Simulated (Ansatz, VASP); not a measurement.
# SnSe2: VASP beside Ansatz

One calculation is typed for both programs; each brings its own data sets. How far apart do they land? The cell is generated by rule, not measured, and may not be a known phase. The cell is taken from a series of runs on this material, whose earlier steps may have relaxed, scaled, displaced or heated it; both programs get it as it stands.

Calculated with Ansatz 0.2.0; plane waves, with VASP 6.6.1 beside it; relaxation of cell and atoms at r2SCAN.

The structure was built from a prototype and need not be the compound's stable phase.

### 1. Starting point

It takes space group P4_2/mnm (No. 136, tetragonal). The conventional cell has a = 6.478 Å, b = 6.478 Å, c = 3.976 Å, α = 90.00°, β = 90.00°, γ = 90.00°. Nearest to Sn lie 6 Se at 2.66 to 2.81 Å. Se has 3 Sn at 2.66 to 2.81 Å nearest. Farther neighbours and most contacts between anions are not listed.

### 2. Ansatz: relaxation of cell and atoms, r2SCAN

Ansatz runs on its default PAW (the set named soft_2) files.

The relaxed volume is the usual yardstick between codes: in a stiff, nearly cubic crystal its relative difference is about their pressure difference at one cell divided by the bulk modulus.

input.yaml

```yaml
crystal:
  lattice:
    - [6.4777630319, 0.0, 0.0]
    - [0.0, 6.4777630319, 0.0]
    - [0.0, 0.0, 3.9760135813]
  atoms:
    - { symbol: Sn, position: [0.0, 0.0, 0.0] }
    - { symbol: Sn, position: [0.5, 0.5, 0.5] }
    - { symbol: Se, position: [0.3067897576, 0.3067897576, 0.0] }
    - { symbol: Se, position: [0.6932102424, 0.6932102424, 0.0] }
    - { symbol: Se, position: [0.8067897576, 0.1932102424, 0.5] }
    - { symbol: Se, position: [0.1932102424, 0.8067897576, 0.5] }
kpoints:
  mp_grid: { grid: [6, 6, 10] }
hamiltonian:
  xc: r2scan
scf:
  occupations: { method: gaussian, width: 0.1 }
output:
  forces: true
  stress: true
  eigenvalues: true
  write_density: true
  write_potential: true
  elf: true
  volumetric_format: npy
relax:
  adjacent_minimum: "off"
  f_tol: 0.005
  max_steps: 80
  cell: { stress_tol: 0.05 }
```

Run with:

```bash
> ansatz run input.yaml --threads 8 --pin off --max-ram 14336MiB --backend cpu --events-out ev --progress --plain --runs-dir out
```

Numbers of over 12 decimals in the logs are rounded to 6 here.

The log of the run:

```text
Engine: ansatz 0.2.0, aarch64-unknown-linux-gnu
Pseudopotentials: kind: paw
Pseudopotential: Sn, paw, valence charge 14, recommended cutoff 500 eV (meta_gga), Sn.paw.azcp
Pseudopotential: Se, paw, valence charge 16, recommended cutoff 500 eV (meta_gga), Se.paw.azcp
Functional definition: r2SCAN
  parameter k0 = 0.174
  parameter k1 = 0.065
  parameter a1 = 4.9479
  exchange = r2scan_x(k0 = k0, k1 = k1, a1 = a1)
  correlation = r2scan_c
Crystal: 6 atoms, lattice volume = 166.839 Å³
Basis set: ecut = 500 eV, 4219 PW (Γ), exchange–correlation on 192×192×120 points (64 copies of the dense FFT grid, shifted against one another)
Bands: 56, of which v1, the nominal top of the filled ones, is band 46 counted from 1 (45 counted from 0)
Symmetry: 16 space group operations
Space group: P42/mnm (ITA 136), of the structure as read, at distance tolerance 5.5e-5 Å
k-points: 60 of 360
Non-local potential: Sn, projectors of the file, l = 0: 2, l = 1: 2, l = 2: 2, l = 3: 2
Non-local potential: Se, projectors of the file, l = 0: 2, l = 1: 2, l = 2: 3, l = 3: 1
PAW form: soft (Blöchl's): semilocal exchange-correlation on the pseudo side does not see the compensation charge
PAW frozen core: Sn, regenerated for the run's functional (the file was generated under x = pbe(κ = 0.804, μ = 0.219515), c = pbe(β = 0.066725))
PAW frozen core: Se, regenerated for the run's functional (the file was generated under x = pbe(κ = 0.804, μ = 0.219515), c = pbe(β = 0.066725))
PAW one-centre angular grid: Sn, 590 points (default); XC on 249 of its mesh's 2787 points in the sphere
PAW one-centre angular grid: Se, 590 points (default); XC on 160 Gauss nodes
Initial density: superposition of atomic densities (neutral atoms: chi_scale 0, normalization atom), corrected by the library's trained network
Initial wavefunctions: pseudopotential atomic-orbital guess
Functional: x = r2scan, c = r2scan; τ floored in thin density (d = 2e-4 eV/Å³)
SCF iter   1: F=—  HF=-33991.079347 eV  |F-HF|=—  |Δ(HF+E_count)|=         —  Δρ=6.88e-3  dr2=1.03e-1  dr2_τ=1.57e-2  ethr=1.77e-3  ⟨swp⟩=6.3  Hψ=12886  notcnv=0  defer=77
preconditioner: auto → Kerker (q_TF=auto, 2.471 Å⁻¹)  [metal: Δε(μ)=0.095 eV  Ē_g=10.495 eV  σ=0.100 eV  W_gap=0.48  n_scr=38 (ndim 8)  ℏωp=16.3 eV  f_vac=0.107  D(μ)=0.82/eV (n_scr^D=0)]
SCF iter   2: F=—  HF=-33991.095857 eV  |F-HF|=—  |Δ(HF+E_count)|=   1.65e-2  Δρ=4.06e-3  dr2=4.22e-2  dr2_τ=2.50e-4  ethr=1.12e-4  ⟨swp⟩=2.9  Hψ=6893  notcnv=0  defer=229
preconditioner: auto → LDOS  [metal: Δε(μ)=0.073 eV  Ē_g=10.462 eV  σ=0.100 eV  W_gap=0.38  n_scr=38 (ndim 8)  ℏωp=16.3 eV  f_vac=0.108  D(μ)=0.87/eV (n_scr^D=4)  β→1.0]
SCF iter   3: F=—  HF=-33991.091773 eV  |F-HF|=—  |Δ(HF+E_count)|=   4.08e-3  Δρ=1.20e-3  dr2=4.31e-3  dr2_τ=2.63e-5  ethr=4.59e-5  ⟨swp⟩=3.0  Hψ=6609  notcnv=0  defer=229
SCF iter   4: F=—  HF=-33991.087859 eV  |F-HF|=—  |Δ(HF+E_count)|=   3.91e-3  Δρ=2.14e-4  dr2=1.18e-4  dr2_τ=2.34e-6  ethr=4.69e-6  ⟨swp⟩=2.0  Hψ=5893  notcnv=0  defer=229
SCF iter   5: F=—  HF=-33991.087862 eV  |F-HF|=—  |Δ(HF+E_count)|=   3.88e-6  Δρ=6.79e-5  dr2=1.01e-5  dr2_τ=1.73e-7  ethr=1.28e-7  ⟨swp⟩=3.0  Hψ=5907  notcnv=0  defer=229
SCF iter   6: F=—  HF=-33991.087901 eV  |F-HF|=—  |Δ(HF+E_count)|=   3.82e-5  Δρ=1.33e-5  dr2=2.32e-7  dr2_τ=1.22e-8  ethr=1.10e-8  ⟨swp⟩=2.0  Hψ=4078  notcnv=0  defer=229
SCF iter   7: F=-33991.087901 eV  HF=-33991.087901 eV  |F-HF|=3.19e-9  |Δ(HF+E_count)|=   3.37e-7  Δρ=3.13e-6  dr2=1.70e-8  dr2_τ=5.97e-10  ethr=1.09e-10  ⟨swp⟩=15.2  Hψ=24211  notcnv=0
SCF 1 converged in 7 iterations: F = -33991.087901 eV  dr2 = 1.70e-8
  greatest PAW one-centre occupation: 1.000 electrons in one spin orbital (limit 2), on the Se atom at site 5 (counted from 0), in its partial waves of l = 2
relax step   1: F+E_penalty+E_count = -33991.08790096 eV  Δ(F+E_penalty+E_count) = +0.000e0 eV  max|allowed force component| = 1.176e-3 eV/Å  Δτ_max = 0.0000 Å  P = +0.009 GPa  Ω = 166.839 Å³  (7 SCF iters, dr2 threshold 1.00e-7 eV, accepted)
Initial density: handed on by an earlier stage of this run
Initial wavefunctions: pseudopotential atomic-orbital guess (no wavefunctions were taken with the density)
iter 1 solved again at ethr=2.31e-7 eV; its pass at ethr=3.10e-3 eV (dr2=2.13e-4 eV) is discarded
SCF iter   1: F=—  HF=-33991.087863 eV  |F-HF|=—  |Δ(HF+E_count)|=         —  Δρ=3.25e-6  dr2=1.59e-8  dr2_τ=6.53e-10  ethr=2.31e-7  ⟨swp⟩=3.3  Hψ=21053  notcnv=0
eigensolver tolerance schedule: the retry pair's looser diagonalisation over-reported the residual by 13392.23 of it (diagonalisation noise at 717.14 of the residual, at the tolerance the schedule requests for it); recorded, not acted on — ethr = c·dr2/N_el stays at c = 1.0e-1
preconditioner: auto → LDOS  [metal: Δε(μ)=0.025 eV  Ē_g=10.440 eV  σ=0.100 eV  W_gap=0.14  n_scr=38 (ndim 8)  ℏωp=16.3 eV  f_vac=0.110  D(μ)=0.96/eV (n_scr^D=4)  β→1.0]
SCF iter   2: F=—  HF=-33991.087901 eV  |F-HF|=—  |Δ(HF+E_count)|=   3.79e-5  Δρ=2.10e-6  dr2=9.32e-9  dr2_τ=1.51e-10  ethr=1.73e-11  ⟨swp⟩=3.3  Hψ=6915  notcnv=0
SCF iter   3: F=—  HF=-33991.087901 eV  |F-HF|=—  |Δ(HF+E_count)|=   4.82e-9  Δρ=4.40e-7  dr2=4.55e-10  dr2_τ=1.86e-11  ethr=1.01e-11  ⟨swp⟩=2.0  Hψ=4886  notcnv=0
SCF iter   4: F=-33991.087901 eV  HF=-33991.087901 eV  |F-HF|=2.18e-11  |Δ(HF+E_count)|=  3.57e-10  Δρ=1.51e-7  dr2=5.08e-11  dr2_τ=3.28e-12  ethr=1.00e-12  ⟨swp⟩=6.7  Hψ=18268  notcnv=0
SCF 2 converged in 4 iterations: F = -33991.087901 eV  dr2 = 5.08e-11
  greatest PAW one-centre occupation: 1.000 electrons in one spin orbital (limit 2), on the Se atom at site 3 (counted from 0), in its partial waves of l = 2
relax step   2: F+E_penalty+E_count = -33991.08790097 eV  Δ(F+E_penalty+E_count) = -8.724e-9 eV  max|allowed force component| = 1.187e-3 eV/Å  Δτ_max = 0.0000 Å  P = +0.009 GPa  Ω = 166.839 Å³  stress off target by 1.42e-2 GPa  SCF on the basis re-selected at this cell (its energy is not comparable with the rows above)  (4 SCF iters)
basis re-selected at this cell: Δ(F+E_penalty+E_count) = -8.724e-9 eV, ΔP = -0.000 GPa vs the last step (what re-selecting the basis moved, of the pressure what is left beyond the Pulay correction that the steps carried, after the strain that the cell walked since its last selection, with what the two solves' SCF thresholds leave and, on support functions, any second-order correction that the steps lacked; it is no m [...]
SCF converged after 4 iterations
Free energy (F): -33991.087901 eV
Harris-Foulkes:  -33991.087901 eV  (|F-HF|=2.18e-11)
Internal energy: -33991.083080 eV  (E = F + TS)
E sigma→0 (E₀):  -33991.085491 eV
Entropy (-TS):   -0.004821 eV (-0.803 meV/atom)
Fermi energy:    7.187380 eV
--- Per-component energies (eV) ---
  E_band       = -1892.581021
  E_kinetic    = 847.192908
  E_local      = -12449.550085  (includes V_loc(G=0)·N_el)
  E_nonlocal   = -2444.749830
  E_hartree    = 6331.011839
  E_xc         = -1138.453951
  E_vxc        = -626.383084  (∫ρ·V_xc dr)
  E_paw        = -16027.978858  (= ΣΔE_a)
  E_vpaw       = 85.463212  (= ΣTr[D̂ρ^β])
  E_aug_tail   = -0.000838  (compensation charges beyond the density's cutoff)
  E_vtau       = 33.422601  (kinetic-family band-sum trace: ∫τ·v_τ [+ j·A + Jᵃ·Aᵃ] dr)
  E_ewald      = -9102.965825
  E_core_change = -5.588441  (= ΣΔE_core)
  E_smearing   = -0.004821  (= −TS)
  E_closure    = 0.000000  (closes the sum)
  Σ components = -33991.087901   (vs F -33991.087901, Δ=0.00e0)
--- Forces (eV/Å), atoms counted from 1 ---
  atom   1  Sn    -0.00000000    -0.00000000    -0.00000000
  atom   2  Sn    -0.00000000    -0.00000000     0.00000000
  atom   3  Se     0.00118736     0.00118736     0.00000000
  atom   4  Se    -0.00118736    -0.00118736    -0.00000000
  atom   5  Se     0.00118736    -0.00118736     0.00000000
  atom   6  Se    -0.00118736     0.00118736    -0.00000000
  max |Σ_I F_I| component: 5.20e-18 eV/Å
--- Stress (GPa, compression-positive) ---
        0.006803       0.000000       0.000000
        0.000000       0.006803       0.000000
        0.000000       0.000000       0.014232
  P = ⅓ Tr σ = 0.0093 GPa (0.093 kbar)
--- Band table (eV; the first three rows and the last of 60) ---
  k-point 0: bands = [... 42 lower, 6.0974, 6.0974, 6.7527, 6.7527, 7.4767, 8.7826, 10.0509, 10.0509, ... 6 higher]
  k-point 1: bands = [... 42 lower, 5.5562, 6.8028, 6.8028, 6.8464, 7.3974, 9.1932, 10.5566, 10.5566, ... 6 higher]
  k-point 2: bands = [... 42 lower, 4.6378, 6.6959, 6.6959, 7.1588, 7.5458, 9.8242, 11.1318, 11.4509, ... 6 higher]
  k-point 59: bands = [... 42 lower, 6.1473, 6.1473, 6.4272, 6.4272, 7.6893, 7.6893, 11.9561, 11.9561, ... 6 higher]
--- Relaxed structure (1 steps of the walk, 1 accepted, 1 SCFs on fresh bases) ---
  F+E_penalty+E_count = -33991.08790097 eV   max|allowed force component| = 1.187e-3 eV/Å   (the final SCF, on the basis selected at the relaxed cell)
  cell:  # Å, volume = 166.8392 Å³
    - [6.4777630319, 0.0, 0.0]
    - [0.0, 6.4777630319, 0.0]
    - [0.0, 0.0, 3.9760135813]
  atoms:
    - { symbol: Sn, position: [0.0, 0.0, 0.0] }
    - { symbol: Sn, position: [0.5, 0.5, 0.500000] }
    - { symbol: Se, position: [0.3067897576, 0.3067897576, 0.0] }
    - { symbol: Se, position: [0.693210, 0.693210, 0.0] }
    - { symbol: Se, position: [0.8067897576, 0.193210, 0.500000] }
    - { symbol: Se, position: [0.193210, 0.8067897576, 0.500000] }
```

(Part 1 of 2 ends here.)

[Lines on the potential files, build, host, timing and source positions are cut from VASP's logs without a mark.]

[Logs are printed without paths, hosts, clocks, repeated set-up lines and the standing remarks that a program may print on its own settings, such as how far it seeks lower states.]

[Hosts, paths, dates, database ids (printed as entryN), source tags and the programs' standing remarks are cut or masked in the printed files.]
